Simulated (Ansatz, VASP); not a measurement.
# SnSe2: VASP beside Ansatz, part 2 of 2

Wanted: the spread between two codes on one cell, functional and k mesh. The cell is taken from a series of runs on this material, whose earlier steps may have relaxed, scaled, displaced or heated it; both programs get it as it stands.

VASP 6.6.1 and Ansatz 0.2.0.

So far: The structure; VASP: relaxation of cell and atoms, PBEsol.

### Step 3. Ansatz: relaxation of cell and atoms, PBEsol

Level of this step: Ansatz beside VASP: Kohn-Sham DFT, plane waves, PBEsol (Ansatz).

Ansatz runs on its PAW soft_1 files.

The same cell, functional, mesh and smearing now go to Ansatz, which takes its cutoff from its data sets.

The input, input.yaml:

```yaml
crystal:
  lattice:
    - [3.8189436912, 0.0, 0.0]
    - [-1.9094718456, 3.3073022522, 0.0]
    - [0.0, 0.0, 6.1394295021]
  atoms:
    - { symbol: Sn, position: [0.0, 0.0, 0.0] }
    - { symbol: Se, position: [0.3333333333, 0.6666666667, 0.2583609954] }
    - { symbol: Se, position: [0.6666666667, 0.3333333333, 0.7416390046] }
kpoints:
  mp_grid: { grid: [9, 9, 6] }
hamiltonian:
  xc: pbesol
  pseudopotentials: { kind: paw, azcp: { folder: soft_1 }, xc_functional: pbe }
scf:
  occupations: { method: gaussian, width: 0.02 }
output:
  forces: true
  stress: true
  eigenvalues: true
relax:
  adjacent_minimum: "off"
  f_tol: 0.005
  max_steps: 80
  cell: { stress_tol: 0.05 }
```

Command:

```sh
> ansatz run input.yaml --threads 8 --pin off --max-ram 16384MiB --backend cpu --events-out ev --progress --plain --runs-dir out
```

Numbers of over 12 decimals in the logs are rounded to 6 here.

The log of the run:

```text
Engine: ansatz 0.2.0, aarch64-unknown-linux-gnu
Pseudopotentials: kind: paw
Pseudopotential: Sn, paw, valence charge 14, recommended cutoff 420 eV (normal), soft_1/Sn.paw.azcp
Pseudopotential: Se, paw, valence charge 16, recommended cutoff 420 eV (normal), soft_1/Se.paw.azcp
Functional definition: PBEsol
  exchange = pbesol_x
  correlation = pbesol_c
Crystal: 3 atoms, lattice volume = 77.543 Å³
Basis set: ecut = 420 eV, 1509 PW (Γ), exchange–correlation on 54×54×90 points (8 copies of the dense FFT grid, shifted against one another)
Bands: 28, of which v1, the nominal top of the filled ones, is band 23 counted from 1 (22 counted from 0)
Symmetry: 12 space group operations
Space group: P-3m1 (ITA 164), of the structure as read, at distance tolerance 4.3e-5 Å
k-points: 62 of 486
Non-local potential: Sn, projectors of the file, l = 0: 2, l = 1: 2, l = 2: 2, l = 3: 1
Non-local potential: Se, projectors of the file, l = 0: 2, l = 1: 2, l = 2: 3, l = 3: 1
PAW form: soft (Blöchl's): semilocal exchange-correlation on the pseudo side does not see the compensation charge
PAW frozen core: Sn, regenerated for the run's functional, and the local potential with it (the file was generated under x = pbe(κ = 0.804, μ = 0.219515), c = pbe(β = 0.066725))
PAW frozen core: Se, regenerated for the run's functional, and the local potential with it (the file was generated under x = pbe(κ = 0.804, μ = 0.219515), c = pbe(β = 0.066725))
PAW one-centre angular grid: Sn, 590 points (default); XC on 64 Gauss nodes
PAW one-centre angular grid: Se, 590 points (default); XC on 64 Gauss nodes
Initial density: superposition of atomic densities (chi_scale 0.1, normalization cell, long waves kept (reshape's long-wave potential 0.09 eV rms))
Initial wavefunctions: pseudopotential atomic-orbital guess
Functional: x = pbesol(κ = 0.804, μ = 0.123457), c = pbesol(β = 0.046)
SCF iter   1: F=—  HF=-16799.748246 eV  |F-HF|=—  |Δ(HF+E_count)|=         —  Δρ=3.20e-2  dr2=1.69e0  ethr=3.10e-3  ⟨swp⟩=6.9  Hψ=7879  notcnv=0
preconditioner: auto → Resta (q_TF=auto, 2.501 Å⁻¹)  ε∞=4.0  [insulator: Δε(μ)=0.353 eV  Ē_g=9.783 eV  σ=0.020 eV  W_gap=1.00  n_scr=22 (ndim 8)  ℏωp=16.9 eV  f_vac=0.032  D(μ)=0.00/eV (n_scr^D=0)  ε∞_Penn≈4.0]
SCF iter   2: F=—  HF=-16799.369351 eV  |F-HF|=—  |Δ(HF+E_count)|=   3.79e-1  Δρ=1.57e-2  dr2=2.29e-1  ethr=3.10e-3  ⟨swp⟩=2.1  Hψ=2513  notcnv=0  defer=62
SCF iter   3: F=—  HF=-16799.309832 eV  |F-HF|=—  |Δ(HF+E_count)|=   5.95e-2  Δρ=5.02e-3  dr2=1.53e-2  ethr=4.97e-4  ⟨swp⟩=2.1  Hψ=2211  notcnv=0  defer=62
SCF iter   4: F=—  HF=-16799.307784 eV  |F-HF|=—  |Δ(HF+E_count)|=   2.05e-3  Δρ=1.03e-3  dr2=1.25e-3  ethr=3.32e-5  ⟨swp⟩=2.1  Hψ=3355  notcnv=0  defer=62
SCF iter   5: F=—  HF=-16799.307743 eV  |F-HF|=—  |Δ(HF+E_count)|=   4.15e-5  Δρ=4.49e-4  dr2=1.70e-4  ethr=2.71e-6  ⟨swp⟩=2.0  Hψ=3292  notcnv=0  defer=62
SCF iter   6: F=—  HF=-16799.307911 eV  |F-HF|=—  |Δ(HF+E_count)|=   1.68e-4  Δρ=1.23e-4  dr2=1.49e-5  ethr=3.69e-7  ⟨swp⟩=3.0  Hψ=3104  notcnv=0  defer=62
SCF iter   7: F=—  HF=-16799.307929 eV  |F-HF|=—  |Δ(HF+E_count)|=   1.81e-5  Δρ=3.61e-5  dr2=1.01e-6  ethr=3.23e-8  ⟨swp⟩=2.0  Hψ=2542  notcnv=0  defer=62
SCF iter   8: F=-16799.307931 eV  HF=-16799.307931 eV  |F-HF|=6.77e-8  |Δ(HF+E_count)|=   2.19e-6  Δρ=6.72e-6  dr2=8.64e-8  ethr=2.17e-10  ⟨swp⟩=11.4  Hψ=9114  notcnv=0
SCF 1 converged in 8 iterations: F = -16799.307931 eV  dr2 = 8.64e-8
  greatest PAW one-centre occupation: 1.000 electrons in one spin orbital (limit 2), on the Se atom at site 2 (counted from 0), in its partial waves of l = 2
relax step   1: F+E_penalty+E_count = -16799.30793109 eV  Δ(F+E_penalty+E_count) = +0.000e0 eV  max|allowed force component| = 4.062e-3 eV/Å  Δτ_max = 0.0000 Å  P = +0.000 GPa  Ω = 77.543 Å³  (8 SCF iters, dr2 threshold 1.00e-7 eV, accepted)
Initial density: handed on by an earlier stage of this run
Initial wavefunctions: pseudopotential atomic-orbital guess (no wavefunctions were taken with the density)
iter 1 solved again at ethr=1.21e-7 eV; its pass at ethr=3.10e-3 eV (dr2=5.57e-5 eV) is discarded
SCF iter   1: F=—  HF=-16799.307935 eV  |F-HF|=—  |Δ(HF+E_count)|=         —  Δρ=6.85e-6  dr2=8.60e-8  ethr=1.21e-7  ⟨swp⟩=3.0  Hψ=12797  notcnv=0
preconditioner: auto → Resta (q_TF=auto, 2.501 Å⁻¹)  ε∞=2.8  [insulator: Δε(μ)=0.478 eV  Ē_g=15.994 eV  σ=0.020 eV  W_gap=1.00  n_scr=22 (ndim 8)  ℏωp=21.5 eV  f_vac=0.054  D(μ)=0.00/eV (n_scr^D=0)  ε∞_Penn≈2.8]
SCF iter   2: F=—  HF=-16799.307931 eV  |F-HF|=—  |Δ(HF+E_count)|=   3.79e-6  Δρ=4.24e-6  dr2=2.68e-8  ethr=1.87e-10  ⟨swp⟩=2.1  Hψ=2666  notcnv=0
SCF iter   3: F=—  HF=-16799.307931 eV  |F-HF|=—  |Δ(HF+E_count)|=   4.99e-8  Δρ=1.78e-6  dr2=4.93e-9  ethr=5.84e-11  ⟨swp⟩=2.0  Hψ=2163  notcnv=0
SCF iter   4: F=—  HF=-16799.307931 eV  |F-HF|=—  |Δ(HF+E_count)|=   7.67e-9  Δρ=3.19e-7  dr2=8.41e-11  ethr=1.07e-11  ⟨swp⟩=2.0  Hψ=2179  notcnv=0
SCF iter   5: F=-16799.307931 eV  HF=-16799.307931 eV  |F-HF|=3.64e-12  |Δ(HF+E_count)|=  1.09e-10  Δρ=1.02e-7  dr2=5.72e-12  ethr=1.00e-12  ⟨swp⟩=6.7  Hψ=8199  notcnv=0
SCF 2 converged in 5 iterations: F = -16799.307931 eV  dr2 = 5.72e-12
relax step   2: F+E_penalty+E_count = -16799.30793113 eV  Δ(F+E_penalty+E_count) = -4.017e-8 eV  max|allowed force component| = 4.117e-3 eV/Å  Δτ_max = 0.0000 Å  P = +0.000 GPa  Ω = 77.543 Å³  stress off target by 1.98e-2 GPa  SCF on the basis re-selected at this cell (its energy is not comparable with the rows above)  (5 SCF iters)
basis re-selected at this cell: Δ(F+E_penalty+E_count) = -4.017e-8 eV, ΔP = -0.000 GPa vs the last step (what re-selecting the basis moved, of the pressure what is left beyond the Pulay correction that the steps carried, after the strain that the cell walked since its last selection, with what the two solves' SCF thresholds leave and, on support functions, any second-order correction that the steps lacked; it is no m [...]
SCF converged after 5 iterations
Free energy (F): -16799.307931 eV
Harris-Foulkes:  -16799.307931 eV  (|F-HF|=3.64e-12)
Internal energy: -16799.307931 eV  (E = F + TS)
E sigma→0 (E₀):  -16799.307931 eV
Fermi energy:    7.978425 eV
--- Per-component energies (eV) ---
  E_band       = -876.519291
  E_kinetic    = 390.170684
  E_local      = -6600.788603  (includes V_loc(G=0)·N_el)
  E_nonlocal   = -558.302643
  E_hartree    = 3429.081715
  E_xc         = -293.180041
  E_vxc        = -260.340234  (∫ρ·V_xc dr)
  E_paw        = -8470.708198  (= ΣΔE_a)
  E_vpaw       = -705.421425  (= ΣTr[D̂ρ^β])
  E_aug_tail   = -0.000477  (compensation charges beyond the density's cutoff)
  E_ewald      = -4697.882111
  E_core_change = 2.301743  (= ΣΔE_core)
  E_smearing   = -0.000000  (= −TS)
  E_closure    = 0.000000  (closes the sum)
  Σ components = -16799.307931   (vs F -16799.307931, Δ=0.00e0)
--- Forces (eV/Å), atoms counted from 1 ---
  atom   1  Sn     0.00000000     0.00000000     0.00000000
  atom   2  Se     0.00000000     0.00000000    -0.00411670
  atom   3  Se     0.00000000    -0.00000000     0.00411670
  max |Σ_I F_I| component: 1.73e-18 eV/Å
--- Stress (GPa, compression-positive) ---
       -0.009397       0.000000       0.000000
        0.000000      -0.009397       0.000000
        0.000000       0.000000       0.019842
  P = ⅓ Tr σ = 0.0003 GPa (0.003 kbar)
--- Band table (eV; the first three rows and the last of 62) ---
  k-point 0: bands = [... 19 lower, 7.1538, 7.3894, 7.3894, 7.6263, 8.5970, 10.7004, 12.3249, 12.3249, ... 1 higher]
  k-point 1: bands = [... 19 lower, 7.1095, 7.1095, 7.4518, 7.4518, 9.2052, 10.6984, 12.2442, 12.2442, ... 1 higher]
  k-point 2: bands = [... 19 lower, 7.0519, 7.0519, 7.5468, 7.5468, 9.8799, 10.6601, 12.0904, 12.0904, ... 1 higher]
  k-point 61: bands = [... 19 lower, 3.5407, 4.0053, 7.3392, 7.3392, 10.0104, 12.0426, 12.0426, 13.5776, ... 1 higher]
--- Relaxed structure (1 steps of the walk, 1 accepted, 1 SCFs on fresh bases) ---
  F+E_penalty+E_count = -16799.30793113 eV   max|allowed force component| = 4.117e-3 eV/Å   (the final SCF, on the basis selected at the relaxed cell)
  cell:  # Å, volume = 77.5435 Å³
    - [3.818944, 0.0, 0.0]
    - [-1.909472, 3.307302, 0.0]
    - [0.0, 0.0, 6.1394295021]
  atoms:
    - { symbol: Sn, position: [0.0, 0.0, 0.0] }
    - { symbol: Se, position: [0.333333, 0.666667, 0.258361] }
    - { symbol: Se, position: [0.666667, 0.333333, 0.741639] }
```

The column dr2 measures how far the density is from self-consistency, as an energy; F and HF (Harris–Foulkes) agree once it is small.

### Step 4. Side by side

Known differences besides the potentials themselves: the data sets hold 46 valence electrons in Ansatz (on its PAW soft_1 files) and 26 in VASP; the cutoff is 420 eV in Ansatz and 500 eV in VASP; Ansatz makes its cores anew for this functional, VASP keeps those of its PBE data sets; Ansatz adds a Pulay correction to the stress that steers its cell, VASP none. Total energies have different zeros and are not compared.

The two programs side by side:

```tsv
quantity	Ansatz	VASP	difference
volume (Å³)	77.54	77.65	-0.14 %
edge a after relaxation, in the typed setting (Å)	3.819	3.821	-0.04 %
edge c after relaxation, in the typed setting (Å)	6.139	6.143	-0.06 %
```

### Step 5. Results

| Property | Result |
| --- | --- |
| difference in volume (relaxation of cell and atoms, PBEsol) | -0.14 % |

What this shows: The difference in volume is -0.14 % (relaxation of cell and atoms, PBEsol), within the 1.2 % picked in this series as the mark of a large difference, as far as the stopping tolerances let one tell. The data sets hold unlike numbers of valence electrons (46 in Ansatz and 26 in VASP), so part of the differences comes from the potentials. 3 further runs of this series are not shown here. How closely two codes agree says nothing of how well the functional describes the real material.

[Lines on the potential files, build, host, timing and source positions are cut from VASP's logs without a mark.]

[Logs are printed without paths, hosts, clocks, repeated set-up lines and the standing remarks that a program may print on its own settings, such as how far it seeks lower states.]

[Hosts, paths, dates, database ids (printed as entryN), source tags and the programs' standing remarks are cut or masked in the printed files.]
